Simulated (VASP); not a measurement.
An input for Quantum ESPRESSO's pw.x (written as the equivalent of a VASP run, and not itself run):

```
&CONTROL
  calculation = 'scf'
  pseudo_dir = './pseudo'
  outdir = './out'
  tprnfor = .true.
  tstress = .true.
/
&SYSTEM
  ibrav = 0
  nat = 2
  ntyp = 2
  ecutwfc = 82
  occupations = 'smearing'
  smearing = 'gaussian'
  degauss = 0.003675
  input_dft = 'pbe'
  vdw_corr = 'grimme-d3'
  dftd3_version = 4
  dftd3_threebody = .false.
/
&ELECTRONS
  conv_thr = 7.3e-09
  electron_maxstep = 100
/
ATOMIC_SPECIES
  Ag 107.868 Ag.upf
  I 126.904 I.upf
CELL_PARAMETERS angstrom
     0.0000000    3.2154673    3.2154673
     3.2154673    0.0000000    3.2154673
     3.2154673    3.2154673    0.0000000
ATOMIC_POSITIONS crystal
  Ag   0.0000000  0.0000000  0.0000000
  I    0.2500000  0.2500000  0.2500000
K_POINTS automatic
  7 7 7 0 0 0
```

Translate this input to VASP (INCAR, KPOINTS, POSCAR, choice of POTCAR).

This is not unique; one that fits is 
**INCAR**
```
SYSTEM = AgI
PREC = Accurate
ENCUT = 520
EDIFF = 1E-7
NELM = 100
ALGO = Normal
LREAL = .FALSE.
LASPH = .TRUE.
ISMEAR = 0
SIGMA = 0.05
GGA = PE
IVDW = 12
LMAXMIX = 4
LWAVE = .FALSE.
LCHARG = .FALSE.
ISIF = 2
```

**POSCAR**
```
AgI
1.0
  0.0000000000   3.2154673420   3.2154673420
  3.2154673420   0.0000000000   3.2154673420
  3.2154673420   3.2154673420   0.0000000000
Ag I
1 1
Cartesian
  0.0000000000   0.0000000000   0.0000000000
  1.6077336710   1.6077336710   1.6077336710
```

**KPOINTS**
```
Automatic mesh
0
Gamma
7 7 7
0 0 0
```

POTCAR, in this order: Ag I (PBE.64 set). Program: vasp_std.

Limits of the translation: the potentials are each code's own (VASP's PAW set, PseudoDojo norm-conserving files in pw.x), so ENCUT and ecutwfc are chosen apart and not converted; conv_thr bounds pw.x's estimated SCF error, while EDIFF bounds the energy change between steps.

The compound is AgI in the zinc blende structure, whereas wurtzite is the usual form. This cell is one point of a volume scan, at 0.97 of the reference volume.
